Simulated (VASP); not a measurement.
An input for Quantum ESPRESSO's pw.x (written as the equivalent of a VASP run, and not itself run):

```
&CONTROL
  calculation = 'scf'
  pseudo_dir = './pseudo'
  outdir = './out'
  tprnfor = .true.
  tstress = .true.
/
&SYSTEM
  ibrav = 0
  nat = 4
  ntyp = 2
  ecutwfc = 92
  occupations = 'smearing'
  smearing = 'gaussian'
  degauss = 0.003675
  input_dft = 'pbe'
/
&ELECTRONS
  conv_thr = 7.3e-08
  electron_maxstep = 100
/
ATOMIC_SPECIES
  Cu 63.546 Cu.upf
  Ru 101.070 Ru.upf
CELL_PARAMETERS angstrom
     0.0000000    2.7795770    2.7795770
     2.7795770    0.0000000    2.7795770
     2.7795770    2.7795770    0.0000000
ATOMIC_POSITIONS crystal
  Cu   0.7500000  0.7500000  0.7500000
  Cu   0.5000000  0.5000000  0.5000000
  Ru   0.0000000  0.0000000  0.0000000
  Ru   0.2500000  0.2500000  0.2500000
K_POINTS automatic
  8 8 8 0 0 0
```

Q: Write the VASP files for the same calculation (PBE).

A: Several could match; the one computed here: 
**KPOINTS**
```
Automatic mesh
0
gamma
 8 8 8
```

**INCAR**
```
SYSTEM = CuRu
PREC = Accurate
ENCUT = 300
EDIFF = 1E-6
NELM = 100
ALGO = Normal
LREAL = .FALSE.
LASPH = .TRUE.
ISMEAR = 0
SIGMA = 0.05
GGA = PE
LMAXMIX = 4
LWAVE = .FALSE.
LCHARG = .FALSE.
ISIF = 2
```

### POSCAR
```
CuRu
1
    0.0000000000     2.7795770000     2.7795770000
    2.7795770000     0.0000000000     2.7795770000
    2.7795770000     2.7795770000     0.0000000000
Cu Ru
2 2
Direct
  0.7500000000   0.7500000000   0.7500000000
  0.5000000000   0.5000000000   0.5000000000
  0.0000000000   0.0000000000   0.0000000000
  0.2500000000   0.2500000000   0.2500000000
```

POTCAR, in this order: Cu Ru_pv (PBE.64 set). Program: vasp_std.

The two are equivalent in intent, not identical: the potentials are each code's own (VASP's PAW set, PseudoDojo norm-conserving files in pw.x), so ENCUT and ecutwfc are chosen apart and not converted; conv_thr bounds pw.x's estimated SCF error, while EDIFF bounds the energy change between steps.

The structure was generated: CuRu was put into an ordered model structure, which need not be its known phase. The cell was not relaxed at this level.
